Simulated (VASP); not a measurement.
# Mg2Pd3Se2 in VASP: further runs

One crystal, Mg2Pd3Se2, is run at these levels: PBE; tasks: single point.

Everything below comes from runs of VASP 6.6.1. Logs are shortened: lines on timing, memory, paths and dates and some standing lists are left out, and cuts for length are marked.

## 1. The structure

The cell holds a amorphous, 14 atoms: a = 7.563 Å, b = 6.424 Å, c = 5.217 Å, α = 95.91°, β = 109.97°, γ = 88.38°.

The cell was built by a generator and needn't be a form met in nature.

## 2. Single point, PBE

INCAR

```
SYSTEM = Mg2Pd3Se2
PREC = Accurate
ENCUT = 520
EDIFF = 1E-7
ISMEAR = -1
SIGMA = 0.05
LREAL = .FALSE.
LASPH = .TRUE.
NELM = 80
ALGO = Fast
ISIF = 2
LWAVE = .FALSE.
LCHARG = .TRUE.
GGA = PE
LELF = .TRUE.
LVHAR = .TRUE.
NBANDS = 59
```

KPOINTS

```
Automatic mesh
0
G
  2 3 3
  0 0 0
```

POSCAR

```
Mg2Pd3Se2
1.0
    6.4357530000      0.2110000000     -3.9674270000
   -0.0166990000      6.4234120000     -0.0308630000
    1.0569120000     -0.5100480000      5.0833690000
Mg Se Pd
4 4 6
Direct
    0.9794390377      0.8310656384      0.7345713171
    0.4064056406      0.0992913671      0.1735345478
    0.8559566535      0.2271700492      0.8101250740
    0.8029739551      0.4427696695      0.3720052096
    0.0991734300      0.4542106423      0.2002334764
    0.7442440141      0.0382995935      0.3351479769
    0.8341132722      0.7236444564      0.0803284900
    0.0711410821      0.1227432339      0.3453932371
    0.2152463148      0.8012390504      0.2559965019
    0.5795711333      0.8677093809      0.6005677096
    0.5565917282      0.2820848978      0.8949615967
    0.4493394657      0.4791891754      0.4197607421
    0.4935778671      0.6843181750      0.0202677139
    0.1953902346      0.3358073322      0.7981036816
```

Potentials or basis: VASP PAW PBE potentials, release 64 (Mg, Se, Pd).

Run with:

```console
cat potpaw_PBE.64/Mg/POTCAR potpaw_PBE.64/Se/POTCAR potpaw_PBE.64/Pd/POTCAR > POTCAR
mpirun -np 1 vasp_std > vasp.out
```

OUTCAR:

```text
SYSTEM = Mg2Pd3Se2
   PREC = Accurate
   ENCUT = 520
   EDIFF = 1E-7
   ISMEAR = -1
   LREAL = .FALSE.
   LASPH = .TRUE.
   NELM = 80
   ISIF = 2
   GGA = PE

 ion  position               nearest neighbor table
   1  0.979  0.831  0.735-   7 2.57   6 2.68   9 2.72   3 2.72  10 2.87   4 3.01   8 3.15   7 3.21
                             9 3.52  14 3.53   2 3.62
   2  0.406  0.099  0.174-   6 2.44  11 2.52   9 2.59  12 2.61  14 2.65  10 2.73  13 2.83   8 2.96
                             4 3.57   1 3.62
   3  0.856  0.227  0.810-  11 2.46   6 2.52   5 2.58   4 2.70  14 2.70   1 2.72   8 2.85  10 3.01
                             4 3.26  12 3.51
   4  0.803  0.443  0.372-   7 2.54   6 2.62  11 2.67   5 2.69   3 2.70  12 2.77   8 2.87  13 2.95
                             1 3.01  14 3.15   3 3.26  10 3.49   2 3.57
   5  0.099  0.454  0.200-   8 2.37   9 2.37  14 2.49  12 2.50   7 2.56   3 2.58   4 2.69
   6  0.744  0.038  0.335-   2 2.44  10 2.50   7 2.51   3 2.52   8 2.53   4 2.62   1 2.68  11 2.85
                            13 2.97
   7  0.834  0.724  0.080-  13 2.50   6 2.51   4 2.54   5 2.56   1 2.57   9 2.75  10 2.81   1 3.21

   8  0.071  0.123  0.345-   5 2.37   9 2.39  14 2.50   6 2.53   3 2.85   4 2.87   2 2.96   1 3.15

   9  0.215  0.801  0.256-   5 2.37   8 2.39   2 2.59  12 2.70   1 2.72  10 2.74   7 2.75  13 2.83
                             1 3.52
  10  0.580  0.868  0.601-   6 2.50  12 2.67   2 2.73   9 2.74   7 2.81  13 2.86   1 2.87  11 2.96
                            13 2.99   3 3.01   4 3.49
  11  0.557  0.282  0.895-   3 2.46   2 2.52  14 2.62  13 2.67   4 2.67  12 2.76   6 2.85  10 2.96
                            12 3.24
  12  0.449  0.479  0.420-   5 2.50   2 2.61  10 2.67  13 2.69   9 2.70  11 2.76   4 2.77  13 3.18
                            14 3.21  11 3.24  14 3.39   3 3.51
  13  0.494  0.684  0.020-   7 2.50  11 2.67  12 2.69   9 2.83   2 2.83  10 2.86   4 2.95   6 2.97
                            10 2.99  14 3.07  12 3.18
  14  0.195  0.336  0.798-   5 2.49   8 2.50  11 2.62   2 2.65   3 2.70  13 3.07   4 3.15  12 3.21
                            12 3.39   1 3.53

  LATTYP: Found a triclinic cell.
 ALAT       =     6.4235078503
 B/A-ratio  =     2.3493017860
 C/A-ratio  =     1.8615621245
 COS(alpha) =     0.0198037140
 COS(beta)  =     0.4744172832
 COS(gamma) =     0.8654531201

  Lattice vectors:

 A1 = (   0.0166990000,  -6.4234120000,   0.0308630000)
 A2 = (  -6.4023550000, -13.0578240000,   4.0291530000)
 A3 = (   5.3955400000,  -5.7023640000,  -9.0199330000)

Analysis of symmetry for initial positions (statically):
=====================================================================
 Subroutine PRICEL returns:
 Original cell was already a primitive cell.

 Routine SETGRP: Setting up the symmetry group for a
 triclinic supercell.

 Subroutine GETGRP returns: Found  1 space group operations
 (whereof  1 operations were pure point group operations)
 out of a pool of  2 trial point group operations.

The static configuration has the point symmetry C_1 .

Analysis of symmetry for dynamics (positions and initial velocities):
=====================================================================
 Subroutine PRICEL returns:
 Original cell was already a primitive cell.

 Routine SETGRP: Setting up the symmetry group for a
 triclinic supercell.

 Subroutine GETGRP returns: Found  1 space group operations
 (whereof  1 operations were pure point group operations)
 out of a pool of  2 trial point group operations.

The dynamic configuration has the point symmetry C_1 .

 Subroutine INISYM returns: Found  1 space group operations
 (whereof  1 operations are pure point group operations),
 and found     1 'primitive' translations

----------------------------------------------------------------------------------------

                                     Primitive cell

  volume of cell :     236.9546

  direct lattice vectors                    reciprocal lattice vectors
     6.435753000  0.211000000 -3.967427000     0.137734528  0.000220581 -0.028615032
    -0.016699000  6.423412000 -0.030863000     0.004013373  0.155762018  0.014794189
     1.056912000 -0.510048000  5.083369000     0.107522305  0.001117846  0.174476521

  length of vectors
     7.563326958  6.423507850  5.217073157     0.140675759  0.156514476  0.204949633
[... 48 lines left out ...]

  Length of vectors
     0.070337879  0.052171492  0.068316544

  Shift w.r.t. Gamma in fractional coordinates (k-lattice)
     0.000000000  0.000000000  0.000000000

 Subroutine IBZKPT returns following result:
 ===========================================

 Found     10 irreducible k-points:

 Following reciprocal coordinates:
            Coordinates               Weight
  0.000000  0.000000  0.000000      1.000000
  0.500000 -0.000000 -0.000000      1.000000
  0.000000  0.333333 -0.000000      2.000000
  0.500000  0.333333 -0.000000      2.000000
  0.000000 -0.000000  0.333333      2.000000
  0.500000 -0.000000  0.333333      2.000000
  0.000000  0.333333  0.333333      2.000000
  0.500000  0.333333  0.333333      2.000000
  0.000000 -0.333333  0.333333      2.000000
  0.500000 -0.333333  0.333333      2.000000
   k-points           NKPTS =     10   k-points in BZ     NKDIM =     10   number of bands    NBANDS=     59
   number of dos      NEDOS =    301   number of ions     NIONS =     14
   total plane-waves  NPLWV = 107520
   dimension x,y,z NGX =    56 NGY =   48 NGZ =   40
   dimension x,y,z NGXF=   112 NGYF=   96 NGZF=   80
   ions per type =               4   4   6
   NGX,Y,Z   is equivalent  to a cutoff of  12.31, 12.42, 12.75 a.u.
   NGXF,Y,Z  is equivalent  to a cutoff of  24.62, 24.85, 25.49 a.u.
 SYSTEM =  Mg2Pd3Se2
   PREC   = accura    normal or accurate (medium, high low for compatibility)
   ISTART =      0    job   : 0-new  1-cont  2-samecut
   ICHARG =      2    charge: 1-file 2-atom 10-const
   ISPIN  =      1    spin polarized calculation?
   LNONCOLLINEAR =      F non collinear calculations
   LSORBIT =      F    spin-orbit coupling
   LASPH  =      T    aspherical Exc in radial PAW
   ENCUT  =  520.0 eV  38.22 Ry    6.18 a.u.  14.06 11.94  9.70*2*pi/ulx,y,z
   NELM   =     80;   NELMIN=  2; NELMDL= -5     # of ELM steps
   EDIFF  = 0.1E-06   stopping-criterion for ELM
   LREAL  =      F    real-space projection
   EDIFFG = 0.1E-05   stopping-criterion for IOM
   NSW    =      0    number of steps for IOM
   IBRION =     -1    ionic relax: 0-MD 1-quasi-New 2-CG
   NFREE  =      0    steps in history (QN), initial steepest desc. (CG)
   ISIF   =      2    stress and relaxation
   ISYM   =      2    0-nonsym 1-usesym 2-fastsym
   POTIM  = 0.5000    time-step for ionic-motion
   TEBEG  =    0.0;   TEEND  =   0.0 temperature during run
   PSTRESS=    0.0 pullay stress
   NELECT =      92.0000    total number of electrons
   NUPDOWN=      -1.0000    fix difference up-down
   EMIN   =  10.00;   EMAX   =-10.00  energy-range for DOS
   EFERMI =   0.00;   METHOD = LEGACY
   ISMEAR =    -1;   SIGMA  =   0.05  broadening in eV -4-tet -1-fermi 0-gaus
   EFERMI_NEDOS =   21; number of points for ismear=-14 and -15
   IALGO  =     68    algorithm
   IMIX   =      4    mixing-type and parameters
     AMIX     =   0.40;   BMIX     =  1.00
     AMIX_MAG =   1.60;   BMIX_MAG =  1.00
  volume/ion in A,a.u.               =      16.93       114.22
  Fermi-wavevector in a.u.,A,eV,Ry     =   1.194306  2.256912 19.406908  1.426368
  Thomas-Fermi vector in A             =   2.330300
   LORBIT       =      0    0 simple, 1 ext, 2 COOP (PROOUT), +10 PAW based schemes
   GGA     = PE    functional components
   LHFCALC =     F    Hartree Fock is set to
   AEXX    =    0.0000 exact exchange contribution
   IVDW    =     0    specifies the selected vdW correction
   LEPSILON=     F    determine dielectric tensor
   LRPA    =     F    only Hartree local field effects (RPA)
 non-spin polarized calculation
 RMM-DIIS sequential band-by-band and
  energy-cutoff  :      520.00
  volume of cell :      236.95
 maximum number of plane-waves:      6392
   NGX = 29   NGY = 23   NGZ = 19

 number of electron      91.9999994 magnetization

 Free energy of the ion-electron system (eV)
  ---------------------------------------------------
  ext. energy  EPLUGINS =         0.00000000
  ---------------------------------------------------
  free energy    TOTEN  =       -50.36483708 eV

  energy without entropy =      -50.32670703  energy(sigma->0) =      -50.34577206

 E-fermi :   7.2278     XC(G=0): -11.0916

 val. band max:        7.2221808383   @ k =   0.0000   0.3333   0.3333
 cond. band min:       7.2301312859   @ k =   0.5000   0.3333  -0.0000
 fundamental gap:      0.0079504475
 Fermi energy:         7.2277501863

 k-point     1 :       0.0000    0.0000    0.0000
  band No.  band energies     occupation
      1      -9.6230      2.00000
      2      -8.0057      2.00000
      3      -7.1702      2.00000
      4      -5.5693      2.00000
      5      -0.5437      2.00000
      6      -0.5281      2.00000
[... 599 lines left out ...]
     57      11.6866      0.00000
     58      11.9405      0.00000
 [bands above 58 left out]

------------------------ aborting loop because EDIFF is reached ----------------------------------------

  FORCE on cell =-STRESS in cart. coord.  units (eV):
  Direction    XX          YY          ZZ          XY          YZ          ZX
  --------------------------------------------------------------------------------------
  -------------------------------------------------------------------------------------
  Total       22.1284857     33.3347837     17.7387091      0.2956805     -1.4413502     -7.2315814
  in kB      149.6225700    225.3943661    119.9409340      1.9992545     -9.7457422    -48.8966037
  external PRESSURE =     164.9859567 kB  Pullay stress =       0.0000000 kB

 VOLUME and BASIS-vectors are now :
 -----------------------------------------------------------------------------
  energy-cutoff  :      520.00
  volume of cell :      236.95
      direct lattice vectors                 reciprocal lattice vectors
     6.435753000  0.211000000 -3.967427000     0.137734528  0.000220581 -0.028615032
    -0.016699000  6.423412000 -0.030863000     0.004013373  0.155762018  0.014794189
     1.056912000 -0.510048000  5.083369000     0.107522305  0.001117846  0.174476521

 POSITION                                       TOTAL-FORCE (eV/Angst)
 -----------------------------------------------------------------------------------
      7.06593      5.17027     -0.17741         1.073990     -0.788745     -0.767239
      2.79728      0.63503     -0.73331        -1.302064     -0.214931      0.494728
      6.36116      1.22661      0.71521        -0.049260      0.375727      0.789060
      5.55352      2.82378     -1.30837        -0.926306      0.589930      0.378042
      0.84230      2.83638      0.61038         1.453390      0.505236     -1.259303
      5.14335      0.23211     -1.25024        -1.207134      0.243368      1.071116
      5.44096      4.78329     -2.92328        -1.604918     -0.222209     -0.962276
      0.82085      0.62727      1.46973         2.333053     -1.617107      0.224751
      1.64246      5.06153      0.42262         0.234767      0.771052     -0.147098
      4.35023      5.38963      0.72672         0.753158      0.373973      0.557385
      4.52327      1.47291      2.33248         0.102032     -0.226829     -0.608596
      3.32749      2.95874      0.33629         0.633437     -0.768469      0.577330
      3.18654      4.48947     -1.87633        -0.697215      0.158519     -0.379741
      2.09540      1.79119      3.27149        -0.796930      0.820486      0.031841
 -----------------------------------------------------------------------------------
    total drift:                               -0.001691      0.000928      0.001805

  FREE ENERGIE OF THE ION-ELECTRON SYSTEM (eV)
  ---------------------------------------------------
  free  energy   TOTEN  =       -50.3648370797 eV

  energy  without entropy=      -50.3267070322  energy(sigma->0) =      -50.34577206
```

Run time: 4.9 min. Hardware: 1 thread of AMD EPYC 7R43 (Zen 3), shared host; peak memory 0.34 GiB.

What came out:

* Free energy: -50.3648 eV
* Pressure: 16.5 GPa
* Largest force: 2.848 eV/Å
* Band gap on the k mesh: none (metal or under the smearing width)

Forces in eV/Å, atoms in the order of the input:
```
Mg   1.074 -0.789 -0.767
Mg  -1.302 -0.215  0.495
Mg  -0.049  0.376  0.789
Mg  -0.926  0.590  0.378
Se   1.453  0.505 -1.259
Se  -1.207  0.243  1.071
Se  -1.605 -0.222 -0.962
Se   2.333 -1.617  0.225
Pd   0.235  0.771 -0.147
Pd   0.753  0.374  0.557
Pd   0.102 -0.227 -0.609
Pd   0.633 -0.768  0.577
Pd  -0.697  0.159 -0.380
Pd  -0.797  0.820  0.032
```

Levels at points of the mesh, in eV from the Fermi level:
| k point | band 42 | band 43 | band 44 | band 45 | band 46 | band 47 | band 48 | band 49 | band 50 | band 51 |
| --- | --- | --- | --- | --- | --- | --- | --- | --- | --- | --- |
| (0.00, 0.00, 0.00) | -1.23 | -1.08 | -0.84 | -0.62 | -0.17 | 0.23 | 0.39 | 0.83 | 1.39 | 1.64 |
| (0.50, 0.00, 0.00) | -1.09 | -0.97 | -0.73 | -0.43 | -0.34 | 0.13 | 0.62 | 1.13 | 1.30 | 1.45 |

Caveat: the k mesh is coarse (spacing up to 0.44 Å⁻¹), so the values aren't converged; so large a pressure means that the cell lies far from this level's equilibrium, or that cutoff or potentials fall short.

## 3. Single point, PBE

INCAR

```
SYSTEM = Mg2Pd3Se2
  PREC = Accurate
  ENCUT = 520
  EDIFF = 1E-6
  ISMEAR = -1
  SIGMA = 0.05
  LREAL = .False.
  LASPH = .True.
  NELM = 80
  ALGO = Fast
  ISIF = 2
  LWAVE = .False.
  LCHARG = .False.
  GGA = PE
  NBANDS = 59
```

KPOINTS

```
Automatic mesh
0
Gamma
  2 3 3
  0 0 0
```

POSCAR

```
Mg2Pd3Se2
1.0
    6.4357530000      0.2110000000     -3.9674270000
   -0.0166990000      6.4234120000     -0.0308630000
    1.0569120000     -0.5100480000      5.0833690000
Mg Se Pd
4 4 6
Direct
    1.0154939860      0.8088004906      0.7359483972
    0.3835728304      0.0993411682      0.1540543624
    0.8442788766      0.2354045077      0.8235479462
    0.7676046311      0.4648869974      0.3612763792
    0.1182098100      0.4556510514      0.2002491951
    0.7249126587      0.0416277953      0.3372507118
    0.8191351765      0.7256358515      0.0574643145
    0.0942079532      0.1086352974      0.3676304019
    0.2146177019      0.8070504490      0.2545542264
    0.5805337241      0.8732301900      0.6102678508
    0.5592613891      0.2752664758      0.8886146736
    0.4542199539      0.4731830671      0.4288855202
    0.4907684914      0.6830433825      0.0140951663
    0.1922572052      0.3421689049      0.7956528014
```

Potentials or basis: VASP PAW PBE potentials, release 64 (Mg, Se, Pd).

Run with:

```console
cat potpaw_PBE.64/Mg/POTCAR potpaw_PBE.64/Se/POTCAR potpaw_PBE.64/Pd/POTCAR > POTCAR
mpirun -np 1 vasp_std > vasp.out
```

Wall time 4.3 min (1 thread of AMD EPYC 7R43 (Zen 3), shared host); peak memory 0.34 GiB.

Results (log left out):

* Free energy: -51.9331 eV
* Pressure: 16.0 GPa
* Largest force: 1.665 eV/Å
* Band gap on the k mesh: none (metal or under the smearing width)

Forces on the atoms (eV/Å):
```
Mg   0.449 -0.181 -0.736
Mg  -0.563 -0.068  0.048
Mg   1.232 -0.016 -0.474
Mg   0.271 -0.030 -0.009
Se  -0.026 -0.110 -0.226
Se  -0.137  0.661  0.204
Se  -0.682 -0.118 -1.168
Se   0.400  0.522  1.530
Pd   0.929 -1.055 -0.539
Pd   0.524 -0.053  0.547
Pd  -0.967 -0.170  0.562
Pd   0.484 -0.311  0.787
Pd  -1.160  0.075 -0.108
Pd  -0.753  0.853 -0.417
```

Stress tensor (GPa, compression positive):
```
15.80  0.54 -4.99
 0.54 19.54  0.43
-4.99  0.43 12.63
```

Levels at points of the mesh, in eV from the Fermi level:
```csv
k point,band 44,band 45,band 46,band 47,band 48,band 49
"(0.00, 0.00, 0.00)",-0.96,-0.63,-0.35,0.17,0.50,0.83
"(0.50, 0.00, 0.00)",-0.83,-0.50,-0.38,0.05,0.51,1.05
```

Caveat: the k mesh is coarse (spacing up to 0.44 Å⁻¹), so the values aren't converged; so large a pressure means that the cell lies far from this level's equilibrium, or that cutoff or potentials fall short.

(Continued in part 2 of 2.)
